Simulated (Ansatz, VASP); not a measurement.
# ZrSi2P4 (ZrSi2P4 monolayer) in two plane-wave programs

Aim: how closely do two programs agree when they are given the same cell, functional and k mesh? The structure shown is the start of the Ansatz relaxation below; VASP solves that cell, so the two are compared at the walk's first step.

Main program and level: Ansatz 0.2.0; plane waves, with VASP 6.6.1 beside it; single point at PBE with D3(BJ).

### 1. Set-up

The cell holds 7 atoms: 4 P, 2 Si and 1 Zr. Cell: a = 3.480 Å, b = 3.480 Å, c = 48.788 Å, α = 90.0°, β = 90.0°, γ = 120.0°. Vacuum lies along c.

### 2. Ansatz: relaxation, PBE with D3(BJ)

Ansatz runs on its default PAW (the set named soft_2) files.

The two programs are compared at the cell with which this relaxation starts, whose forces are those of its first step.

input.yaml reads:

```yaml
crystal:
  lattice:
    - [3.48, 0.0, 0.0]
    - [-1.74, 3.0137684052, 0.0]
    - [0.0, 0.0, 48.7875290589]
  atoms:
    - { symbol: P, position: [0.0, 0.0, 0.4089159747] }
    - { symbol: Si, position: [0.3333333333, 0.6666666667, 0.4221250417] }
    - { symbol: P, position: [0.3333333333, 0.6666666667, 0.465373799] }
    - { symbol: Zr, position: [0.0, 0.0, 0.5] }
    - { symbol: P, position: [0.3333333333, 0.6666666667, 0.534626201] }
    - { symbol: Si, position: [0.3333333333, 0.6666666667, 0.5778749583] }
    - { symbol: P, position: [0.0, 0.0, 0.5910840253] }
  periodic: [true, true, false]
kpoints:
  mp_grid: { grid: [12, 12, 1] }
hamiltonian:
  xc: pbe
  dispersion: d3bj
scf:
  occupations: { method: fermi_dirac, width: 0.05 }
  convergence: { dr2_threshold: 1.0e-09 }
relax:
  f_tol: 0.004
  max_steps: 90
  cell: {}
output:
  write_potential: true
  write_density: true
  volumetric_format: npy
```

Launch:

```bash
ansatz run input.yaml --threads 2 --pin off --max-ram 3072MiB --backend cpu --events-out ev --progress --plain --runs-dir out
```

Numbers of over 12 decimals in the logs are rounded to 6 here.

The program printed:

```text
Warning: relax.cell: scf.convergence.dr2_threshold = 1e-9 eV is looser than the 1.96222022977e-10 eV advised for a relaxation that steers and ends on the stress (1e-10 eV for each atom of the cell: 7, times the square of relax.cell.stress_2d_tol = 0.05 N/m over 18.9 Å (the atoms' height at the walk's start and 5 Å past either face), 2.647e-2 GPa, over a crystal's default 0.05). What an SCF threshold leaves in a stress goes as its square root, and in the free energy as the threshold itself, and one threshold admits the most on a small cell: [figures from the program's tests cut] Set scf.convergence.dr2_threshold to 1.96222022977e-10 eV or tighter. [rest of the remark cut]
Engine: ansatz 0.2.0, aarch64-unknown-linux-gnu
Pseudopotentials: kind: paw
Pseudopotential: P, paw, valence charge 5, recommended cutoff 420 eV (normal), P.paw.azcp
Pseudopotential: Si, paw, valence charge 4, recommended cutoff 420 eV (normal), Si.paw.azcp
Pseudopotential: Zr, paw, valence charge 12, recommended cutoff 420 eV (normal), Zr.paw.azcp
Functional definition: PBE
  parameter kappa = 0.804
  parameter beta = 0.066725
  exchange = pbe_x(kappa = kappa, mu = beta*pi^2/3)
  correlation = pbe_c(beta = beta)
Crystal: 7 atoms, lattice volume = 511.679 Å³
Basis set: ecut = 420 eV, 9937 PW (Γ), exchange–correlation on 48×48×720 points (8 copies of the dense FFT grid, shifted against one another)
Bands: 27, of which v1, the nominal top of the filled ones, is band 20 counted from 1 (19 counted from 0)
Symmetry: 12 space group operations
Space group: P-6m2 (ITA 187), of the structure as read, at distance tolerance 8.0e-5 Å
k-points: 19 of 144 (time reversal used)
Non-local potential: P, projectors of the file, l = 0: 2, l = 1: 2, l = 2: 2
Non-local potential: Si, projectors of the file, l = 0: 2, l = 1: 2, l = 2: 2
Non-local potential: Zr, projectors of the file, l = 0: 3, l = 1: 2, l = 2: 2, l = 3: 2
PAW form: soft (Blöchl's): semilocal exchange-correlation on the pseudo side does not see the compensation charge
PAW one-centre angular grid: P, 110 points (default); XC on 64 Gauss nodes
PAW one-centre angular grid: Si, 110 points (default); XC on 64 Gauss nodes
PAW one-centre angular grid: Zr, 590 points (default); XC on 64 Gauss nodes
Initial density: superposition of atomic densities (neutral atoms: chi_scale 0, normalization atom), corrected by the library's trained network
Initial wavefunctions: pseudopotential atomic-orbital guess
Functional: x = pbe(κ = 0.804, μ = 0.219515), c = pbe(β = 0.066725)
SCF iter   1: F=—  HF=-8481.322027 eV  |F-HF|=—  |Δ(HF+E_count)|=         —  Δρ=3.58e-3  dr2=7.15e-1  ethr=1.77e-3  ⟨swp⟩=14.7  Hψ=4688  notcnv=0  defer=7
preconditioner: auto → LDOS  [metal: Δε(μ)=0.063 eV  Ē_g=8.145 eV  σ=0.050 eV  W_gap=0.31  n_scr=26 (ndim 8)  ℏωp=9.3 eV  f_vac=0.728  D(μ)=2.16/eV (n_scr^D=12)  β→1.0]
SCF iter   2: F=—  HF=-8481.315208 eV  |F-HF|=—  |Δ(HF+E_count)|=   6.82e-3  Δρ=3.39e-3  dr2=9.09e-1  ethr=1.77e-3  ⟨swp⟩=3.9  Hψ=1009  notcnv=0  defer=22
SCF iter   3: F=—  HF=-8481.254371 eV  |F-HF|=—  |Δ(HF+E_count)|=   6.08e-2  Δρ=6.16e-4  dr2=5.13e-3  ethr=1.77e-3  ⟨swp⟩=2.8  Hψ=754  notcnv=0  defer=22
SCF iter   4: F=—  HF=-8481.256325 eV  |F-HF|=—  |Δ(HF+E_count)|=   1.95e-3  Δρ=3.05e-4  dr2=1.98e-3  ethr=1.28e-5  ⟨swp⟩=3.9  Hψ=1469  notcnv=0  defer=19
SCF iter   5: F=—  HF=-8481.256099 eV  |F-HF|=—  |Δ(HF+E_count)|=   2.25e-4  Δρ=7.93e-5  dr2=8.43e-5  ethr=4.95e-6  ⟨swp⟩=3.0  Hψ=871  notcnv=0  defer=19
SCF iter   6: F=—  HF=-8481.256108 eV  |F-HF|=—  |Δ(HF+E_count)|=   8.66e-6  Δρ=4.77e-5  dr2=5.70e-5  ethr=2.11e-7  ⟨swp⟩=3.5  Hψ=1207  notcnv=0  defer=19
SCF iter   7: F=—  HF=-8481.256100 eV  |F-HF|=—  |Δ(HF+E_count)|=   8.34e-6  Δρ=1.97e-5  dr2=1.69e-5  ethr=1.43e-7  ⟨swp⟩=2.2  Hψ=680  notcnv=0  defer=19
SCF iter   8: F=—  HF=-8481.256099 eV  |F-HF|=—  |Δ(HF+E_count)|=   3.34e-7  Δρ=7.11e-6  dr2=1.79e-6  ethr=4.23e-8  ⟨swp⟩=2.9  Hψ=870  notcnv=0  defer=19
SCF iter   9: F=—  HF=-8481.256127 eV  |F-HF|=—  |Δ(HF+E_count)|=   2.73e-5  Δρ=3.54e-6  dr2=1.40e-7  ethr=4.48e-9  ⟨swp⟩=2.4  Hψ=868  notcnv=0  defer=19
SCF iter  10: F=—  HF=-8481.256127 eV  |F-HF|=—  |Δ(HF+E_count)|=   6.96e-9  Δρ=6.25e-7  dr2=3.14e-9  ethr=3.50e-10  ⟨swp⟩=3.4  Hψ=1163  notcnv=0  defer=19
SCF iter  11: F=-8481.256127 eV  HF=-8481.256127 eV  |F-HF|=1.84e-9  |Δ(HF+E_count)|=   3.18e-9  Δρ=1.72e-7  dr2=9.15e-10  ethr=2.50e-12  ⟨swp⟩=13.6  Hψ=4937  notcnv=0
[...]
iter 1 solved again at ethr=3.45e-6 eV; its pass at ethr=3.10e-3 eV (dr2=1.38e-3 eV) is discarded
SCF iter   1: F=—  HF=-8483.069514 eV  |F-HF|=—  |Δ(HF+E_count)|=         —  Δρ=4.11e-4  dr2=1.36e-3  ethr=3.45e-6  ⟨swp⟩=4.1  Hψ=4217  notcnv=0
preconditioner: auto → LDOS  [metal: Δε(μ)=0.035 eV  Ē_g=7.759 eV  σ=0.050 eV  W_gap=0.17  n_scr=26 (ndim 8)  ℏωp=9.0 eV  f_vac=0.718  D(μ)=1.54/eV (n_scr^D=10)  β→1.0]
SCF iter   2: F=—  HF=-8483.069464 eV  |F-HF|=—  |Δ(HF+E_count)|=   4.99e-5  Δρ=2.02e-4  dr2=1.06e-3  ethr=3.40e-6  ⟨swp⟩=2.4  Hψ=809  notcnv=0
SCF iter   3: F=—  HF=-8483.069353 eV  |F-HF|=—  |Δ(HF+E_count)|=   1.11e-4  Δρ=6.21e-5  dr2=1.01e-4  ethr=2.65e-6  ⟨swp⟩=3.1  Hψ=938  notcnv=0
SCF iter   4: F=—  HF=-8483.069338 eV  |F-HF|=—  |Δ(HF+E_count)|=   1.49e-5  Δρ=2.56e-5  dr2=2.43e-5  ethr=2.53e-7  ⟨swp⟩=2.8  Hψ=889  notcnv=0
SCF iter   5: F=—  HF=-8483.069325 eV  |F-HF|=—  |Δ(HF+E_count)|=   1.28e-5  Δρ=8.13e-6  dr2=3.83e-7  ethr=6.07e-8  ⟨swp⟩=2.9  Hψ=825  notcnv=0
SCF iter   6: F=—  HF=-8483.069351 eV  |F-HF|=—  |Δ(HF+E_count)|=   2.56e-5  Δρ=3.09e-6  dr2=6.78e-8  ethr=9.58e-10  ⟨swp⟩=3.1  Hψ=1136  notcnv=0
SCF iter   7: F=—  HF=-8483.069351 eV  |F-HF|=—  |Δ(HF+E_count)|=   1.34e-7  Δρ=7.13e-7  dr2=2.60e-9  ethr=1.69e-10  ⟨swp⟩=3.0  Hψ=1048  notcnv=0
SCF iter   8: F=-8483.069351 eV  HF=-8483.069351 eV  |F-HF|=3.82e-9  |Δ(HF+E_count)|=   7.68e-9  Δρ=2.02e-7  dr2=2.42e-10  ethr=2.50e-12  ⟨swp⟩=12.6  Hψ=4364  notcnv=0
SCF 5 converged in 8 iterations: F = -8483.069351 eV  dr2 = 2.42e-10
relax step   5: F+E_penalty+E_count = -8483.06935092 eV  Δ(F+E_penalty+E_count) = -1.399e-3 eV  max|allowed force component| = 1.336e-2 eV/Å  Δτ_max = 0.0111 Å  P = +0.034 N/m  Ω = 540.672 Å³  energy of the carried Pulay correction = -1.094e-3 eV  fix = [c, alpha, beta]  reactions: c +0.000 N/m  (8 SCF iters, accepted)
[...]
relax step   6: F+E_penalty+E_count = -8483.06938047 eV  Δ(F+E_penalty+E_count) = -2.955e-5 eV  max|allowed force component| = 1.097e-3 eV/Å  Δτ_max = 0.0023 Å  P = -0.010 N/m  Ω = 540.767 Å³  energy of the carried Pulay correction = -1.098e-3 eV  fix = [c, alpha, beta]  reactions: c -0.000 N/m  (7 SCF iters, accepted)
[...]
relax step   7: F+E_penalty+E_count = -8483.07096891 eV  Δ(F+E_penalty+E_count) = -1.588e-3 eV  max|allowed force component| = 1.320e-3 eV/Å  Δτ_max = 0.0000 Å  P = +0.021 N/m  Ω = 540.767 Å³  fix = [c, alpha, beta]  reactions: c +0.000 N/m  stress off target by 2.12e-2 N/m on what of the cell is left free  SCF on the basis re-selected at this cell (its energy is not comparable with the rows above)  (5 SCF iters)
basis re-selected at this cell: Δ(F+E_penalty+E_count) = -1.588e-3 eV, ΔP = +0.031 N/m vs the last step (what re-selecting the basis moved, of the pressure what is left beyond the Pulay correction that the steps carried, after the strain that the cell walked since its last selection, with what the two solves' SCF thresholds leave and, on support functions, any second-order correction that the steps lacked; it is no m [...]
SCF converged after 5 iterations
Free energy (F): -8483.070969 eV
Harris-Foulkes:  -8483.070969 eV  (|F-HF|=6.89e-10)
Internal energy: -8483.058760 eV  (E = F + TS)
E sigma→0 (E₀):  -8483.064864 eV
Entropy (-TS):   -0.012209 eV (-1.744 meV/atom)
Fermi energy:    -5.542728 eV
--- Per-component energies (eV) ---
  E_band       = -636.232142
  E_kinetic    = 699.220192
  E_local      = -114261.173153  (includes V_loc(G=0)·N_el)
  E_nonlocal   = 266.198284
  E_hartree    = 56652.210468
  E_xc         = -519.727176
  E_vxc        = -529.636624  (∫ρ·V_xc dr)
  E_paw        = -6256.854503  (= ΣΔE_a)
  E_vpaw       = -115.263867  (= ΣTr[D̂ρ^β])
  E_aug_tail   = 0.000050  (compensation charges beyond the density's cutoff)
  E_ewald      = 54939.373912
  E_disp       = -2.306833  (pairwise vdW)
  E_smearing   = -0.012209  (= −TS)
  E_closure    = -0.000000  (closes the sum)
  Σ components = -8483.070969   (vs F -8483.070969, Δ=0.00e0)
--- Forces (eV/Å), atoms counted from 1 ---
  atom   1  P      0.00000000    -0.00000000     0.00131961
  atom   2  Si     0.00000000     0.00000000    -0.00108728
  atom   3  P     -0.00000000    -0.00000000     0.00072750
  atom   4  Zr     0.00000000    -0.00000000     0.00000000
  atom   5  P     -0.00000000    -0.00000000    -0.00072750
  atom   6  Si    -0.00000000     0.00000000     0.00108728
  atom   7  P      0.00000000    -0.00000000    -0.00131961
  max |Σ_I F_I| component: 5.09e-16 eV/Å
--- 2D stress c σ (N/m, compression-positive) ---
        0.021164       0.000000       0.000000
        0.000000       0.021164       0.000000
        0.000000       0.000000       0.000000
  P = ½ c Tr σ = 0.0212 N/m
--- Band table (eV; the first three rows and the last of 19) ---
  k-point 0: bands = [... 16 lower, -6.5225, -6.4497, -5.5063, -5.5063, -4.8394, -2.9741, -2.8381, -2.6382, ... 3 higher]
  k-point 1: bands = [... 16 lower, -6.5279, -6.4882, -5.6833, -5.6417, -4.7903, -2.8834, -2.8543, -2.4836, ... 3 higher]
  k-point 2: bands = [... 16 lower, -6.6410, -6.3629, -6.1489, -5.9651, -4.8958, -3.2535, -3.1661, -2.2980, ... 3 higher]
  k-point 18: bands = [... 16 lower, -8.0328, -7.9032, -6.6961, -5.9567, -4.2395, -3.2896, -3.2822, -2.6600, ... 3 higher]
  the weakly bound empty levels are not read free of the cell's end (no_gap_told)
--- Relaxed structure (6 steps of the walk, 6 accepted, 1 SCFs on fresh bases) ---
  F+E_penalty+E_count = -8483.07096891 eV   max|allowed force component| = 1.320e-3 eV/Å   (the final SCF, on the basis selected at the relaxed cell)
  cell:  # Å, volume = 540.7667 Å³
    - [3.577546, 0, 0.0]
    - [-1.788773, 3.098246, 0.0]
    - [0.0, 0.0, 48.7875290589]
  atoms:
    - { symbol: P, position: [1.0573552618554972e-17, -5.1357255561990634e-17, 0.402067] }
    - { symbol: Si, position: [0.333333, 0.666667, 0.422201] }
    - { symbol: P, position: [0.333333, 0.666667, 0.467876] }
    - { symbol: Zr, position: [1.0573552618555002e-17, -5.1357255561990634e-17, 0.5] }
    - { symbol: P, position: [0.333333, 0.666667, 0.532124] }
    - { symbol: Si, position: [0.333333, 0.666667, 0.577799] }
    - { symbol: P, position: [1.0573552618554972e-17, -5.1357255561990634e-17, 0.597933] }
```

Reading the cycles: dr2 is the Hartree energy of the density residual (eV), the measure of convergence; HF is the Harris–Foulkes estimate of the energy, which meets the free energy F at convergence.

[end of part 1 of 2]

[Lines on the potential files, build, host, timing and source positions are cut from VASP's logs without a mark.]

[Logs are printed without paths, hosts, clocks, repeated set-up lines and the standing remarks that a program may print on its own settings, such as how far it seeks lower states.]

[Hosts, paths, dates, database ids (printed as entryN), source tags and the programs' standing remarks are cut or masked in the printed files.]
